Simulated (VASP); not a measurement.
Output of a VASP run:

### OSZICAR
```
       N       E                     dE             d eps       ncg     rms          rms(c)
DAV:   1     0.615173921754E+02    0.61517E+02   -0.50212E+03  1008   0.995E+02
DAV:   2    -0.636970879254E+00   -0.62154E+02   -0.61924E+02  1052   0.223E+02
DAV:   3    -0.188423765844E+01   -0.12473E+01   -0.12405E+01  1579   0.333E+01
DAV:   4    -0.193556475840E+01   -0.51327E-01   -0.51285E-01  1454   0.507E+00
DAV:   5    -0.193655564277E+01   -0.99088E-03   -0.98952E-03  1683   0.453E-01    0.221E+00
DAV:   6    -0.193008809067E+01    0.64676E-02   -0.11966E-02  1287   0.137E+00    0.136E+00
DAV:   7    -0.192851441475E+01    0.15737E-02   -0.17379E-02  1280   0.183E+00    0.104E-01
DAV:   8    -0.192807925993E+01    0.43515E-03   -0.21780E-03  1247   0.496E-01    0.199E-02
DAV:   9    -0.192808961176E+01   -0.10352E-04   -0.11371E-04  1553   0.865E-02    0.546E-03
DAV:  10    -0.192809035980E+01   -0.74804E-06   -0.66413E-06  1431   0.288E-02    0.104E-03
DAV:  11    -0.192808978689E+01    0.57291E-06   -0.35255E-07  1614   0.665E-03    0.536E-04
DAV:  12    -0.192808974597E+01    0.40915E-07   -0.27183E-08   831   0.135E-03
   1 F= -.19280897E+01 E0= -.19278127E+01  d E =-.831278E-03
```

**OUTCAR**
```
------------------------ aborting loop because EDIFF is reached ----------------------------------------
  FORCE on cell =-STRESS in cart. coord.  units (eV):
  Direction    XX          YY          ZZ          XY          YZ          ZX
  --------------------------------------------------------------------------------------
  Total       -0.1329642     -0.1329642     -0.1329642      0.0000000     -0.0000000     -0.0000000
  in kB       -4.9046963     -4.9046963     -4.9046963      0.0000000     -0.0000000     -0.0000000
  external PRESSURE =      -4.9046963 kB  Pullay stress =       0.0000000 kB
  volume of cell :       43.43
      direct lattice vectors                 reciprocal lattice vectors
     0.000000000  2.789980001  2.789980001    -0.179212754  0.179212754  0.179212754
     2.789980001  0.000000000  2.789980001     0.179212754 -0.179212754  0.179212754
     2.789980001  2.789980001  0.000000000     0.179212754  0.179212754 -0.179212754
 POSITION                                       TOTAL-FORCE (eV/Angst)
 -----------------------------------------------------------------------------------
      0.00000      0.00000      0.00000         0.000000      0.000000      0.000000
 -----------------------------------------------------------------------------------
    total drift:                               -0.000000     -0.000000      0.000000
  FREE ENERGIE OF THE ION-ELECTRON SYSTEM (eV)
  ---------------------------------------------------
  free  energy   TOTEN  =        -1.9280897460 eV

  energy  without entropy=       -1.9272584681  energy(sigma->0) =       -1.92781265
```
(Selected blocks of OUTCAR.)

File POSCAR:
```
Ca
1
    0.0000000000     2.7899800006     2.7899800006
    2.7899800006     0.0000000000     2.7899800006
    2.7899800006     2.7899800006     0.0000000000
Ca
1
Direct
  0.0000000000   0.0000000000   0.0000000000
```

### Question
Write an INCAR and KPOINTS that could have produced this output.

### Answer
This is not unique; one that fits is the input of the run itself, PBE GGA, plane waves, VASP's PBE PAW potentials (set 64).

**INCAR**
```
SYSTEM = Ca
PREC = Accurate; ENCUT = 520; LREAL = .FALSE.
LASPH = .TRUE.
EDIFF = 1E-7; NELM = 100; ALGO = Normal
ISMEAR = 1; SIGMA = 0.1
GGA = PE
ISIF = 2
LWAVE = .FALSE.; LCHARG = .FALSE.
```

**KPOINTS**
```
Automatic
0
G
11 11 11
```

POTCAR, in this order: Ca_sv (PBE.64 set). Program: vasp_std.

The compound is Ca in the fcc structure. This cell is one point of a volume scan, at 1.03 of the reference volume.
